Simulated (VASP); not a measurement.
Computed with LDA (Ceperley-Alder, Perdew-Zunger), VASP's LDA PAW potentials (set 64) (plane waves; VASP).

The input files of a VASP run:

**INCAR**
```
SYSTEM = Co
PREC = Accurate
ENCUT = 400
EDIFF = 1E-6
NELM = 100
ALGO = Normal
LREAL = .FALSE.
LASPH = .TRUE.
ISMEAR = 1
SIGMA = 0.1
LMAXMIX = 4
ISPIN = 2
MAGMOM = 1.5 1.5
LORBIT = 10
LWAVE = .FALSE.
LCHARG = .FALSE.
IBRION = 2
ISIF = 3
NSW = 60
EDIFFG = -0.01
```

KPOINTS:
```
Automatic mesh
0
Gamma
15 15 9
0 0 0
```

**POSCAR**
```
Co
1
    1.2126392540    -2.1003530117    -0.0000000000
    1.2126392540     2.1003530117    -0.0000000000
   -0.0000000000    -0.0000000000     3.9115883288
Co
2
Direct
  0.3333330000   0.6666670000   0.2500000000
  0.6666670000   0.3333330000   0.7500000000
```

POTCAR, in this order: Co (LDA.64 set). Program: vasp_std.

The resulting files:

### OSZICAR
```
       N       E                     dE             d eps       ncg     rms          rms(c)
DAV:   1     0.677167039335E+02    0.67717E+02   -0.70554E+03  8396   0.136E+03
DAV:   2    -0.167279149856E+02   -0.84445E+02   -0.77973E+02  8142   0.241E+02
DAV:   3    -0.186282940119E+02   -0.19004E+01   -0.18487E+01  9836   0.505E+01
DAV:   4    -0.186605897896E+02   -0.32296E-01   -0.32288E-01 11621   0.502E+00
DAV:   5    -0.186608688516E+02   -0.27906E-03   -0.27905E-03 10183   0.446E-01    0.164E+01
DAV:   6    -0.166365347181E+02    0.20243E+01   -0.13041E+01  8842   0.768E+01    0.753E+00
DAV:   7    -0.162872299740E+02    0.34930E+00   -0.17563E+00  9290   0.267E+01    0.391E+00
DAV:   8    -0.162671199446E+02    0.20110E-01   -0.15096E-02 11563   0.137E+00    0.216E+00
DAV:   9    -0.162512533273E+02    0.15867E-01   -0.33330E-03 12466   0.879E-01    0.680E-01
DAV:  10    -0.162515311551E+02   -0.27783E-03   -0.23626E-04 10997   0.218E-01    0.483E-01
DAV:  11    -0.162519488517E+02   -0.41770E-03   -0.42478E-04  9935   0.356E-01    0.700E-02
DAV:  12    -0.162519540153E+02   -0.51636E-05   -0.23792E-05 10221   0.576E-02    0.199E-02
DAV:  13    -0.162519510189E+02    0.29964E-05   -0.20623E-06  6084   0.240E-02    0.110E-02
DAV:  14    -0.162519521443E+02   -0.11254E-05   -0.60678E-07  5179   0.128E-02    0.636E-03
DAV:  15    -0.162519519019E+02    0.24237E-06   -0.18151E-07  4519   0.769E-03
   1 F= -.16251952E+02 E0= -.16251703E+02  d E =-.162520E+02  mag=     2.9800
       N       E                     dE             d eps       ncg     rms          rms(c)
DAV:   1    -0.162545486031E+02   -0.25965E-02   -0.32187E-02  8233   0.338E+00    0.420E-01
DAV:   2    -0.162524459805E+02    0.21026E-02   -0.11229E-02  8989   0.225E+00    0.248E-01
DAV:   3    -0.162520006019E+02    0.44538E-03   -0.12577E-03  8989   0.745E-01    0.114E-01
DAV:   4    -0.162519590830E+02    0.41519E-04   -0.16625E-05 10147   0.506E-02    0.401E-02
DAV:   5    -0.162519242147E+02    0.34868E-04   -0.79782E-06 12277   0.384E-02    0.705E-03
DAV:   6    -0.162519240937E+02    0.12103E-06   -0.77678E-07  4691   0.126E-02
   2 F= -.16251924E+02 E0= -.16251707E+02  d E =0.278082E-04  mag=     2.9692
       N       E                     dE             d eps       ncg     rms          rms(c)
DAV:   1    -0.162528525724E+02   -0.92836E-03   -0.10541E-02  8261   0.194E+00    0.240E-01
DAV:   2    -0.162521607803E+02    0.69179E-03   -0.36812E-03  8989   0.129E+00    0.142E-01
DAV:   3    -0.162520166956E+02    0.14408E-03   -0.40923E-04  8926   0.425E-01    0.658E-02
DAV:   4    -0.162520027134E+02    0.13982E-04   -0.52922E-06  9817   0.284E-02    0.232E-02
DAV:   5    -0.162519905397E+02    0.12174E-04   -0.20767E-06  7907   0.222E-02    0.409E-03
DAV:   6    -0.162519906457E+02   -0.10603E-06   -0.98547E-07  5306   0.122E-02
   3 F= -.16251991E+02 E0= -.16251754E+02  d E =-.387438E-04  mag=     2.9752
```

### OUTCAR
```
------------------------ aborting loop because EDIFF is reached ----------------------------------------
  FORCE on cell =-STRESS in cart. coord.  units (eV):
  Direction    XX          YY          ZZ          XY          YZ          ZX
  --------------------------------------------------------------------------------------
  Total        0.0117362      0.0117362     -0.0062808      0.0000000      0.0000000      0.0000000
  in kB        0.9451067      0.9451069     -0.5057860      0.0000000      0.0000000      0.0000000
  external PRESSURE =       0.4614759 kB  Pullay stress =       0.0000000 kB
  volume of cell :       19.90
      direct lattice vectors                 reciprocal lattice vectors
     1.212146837 -2.099500119 -0.000000000     0.412491280 -0.238151927  0.000000000
     1.212146837  2.099500119 -0.000000000     0.412491280  0.238151927  0.000000000
     0.000000000  0.000000000  3.908909182     0.000000000  0.000000000  0.255825846
 POSITION                                       TOTAL-FORCE (eV/Angst)
 -----------------------------------------------------------------------------------
      1.21215      0.69983      0.97723         0.000000     -0.000000      0.000000
      1.21215     -0.69983      2.93168        -0.000000      0.000000      0.000000
 -----------------------------------------------------------------------------------
    total drift:                                0.000022     -0.000006     -0.000030
  FREE ENERGIE OF THE ION-ELECTRON SYSTEM (eV)
  ---------------------------------------------------
  free  energy   TOTEN  =       -16.2519906457 eV

  energy  without entropy=      -16.2512810163  energy(sigma->0) =      -16.25175410

 total charge

# of ion       s       p       d       tot
------------------------------------------
    1        0.526   0.595   7.340   8.462
    2        0.526   0.595   7.340   8.462
--------------------------------------------------
tot          1.053   1.190  14.681  16.924

 magnetization (x)

# of ion       s       p       d       tot
------------------------------------------
    1       -0.013  -0.037   1.530   1.479
    2       -0.013  -0.037   1.530   1.479
--------------------------------------------------
tot         -0.026  -0.075   3.059   2.959

 reached required accuracy - stopping structural energy minimisation
```
(Selected blocks of OUTCAR.)

CONTCAR:
```
Co
   1.00000000000000
     1.2121468365779209   -2.0995001194475331   -0.0000000000000000
     1.2121468365779209    2.0995001194475331   -0.0000000000000000
     0.0000000000000000    0.0000000000000000    3.9089091821214157
  Co
     2
Direct
     0.3333330000000032    0.6666669999999968    0.2500000000000000
     0.6666669999999968    0.3333330000000032    0.7500000000000000
```

The compound is Co in the hcp structure. This run relaxes it. Symmetry was kept, so distortions that lower it aren't found. The start is the result of an earlier pass.
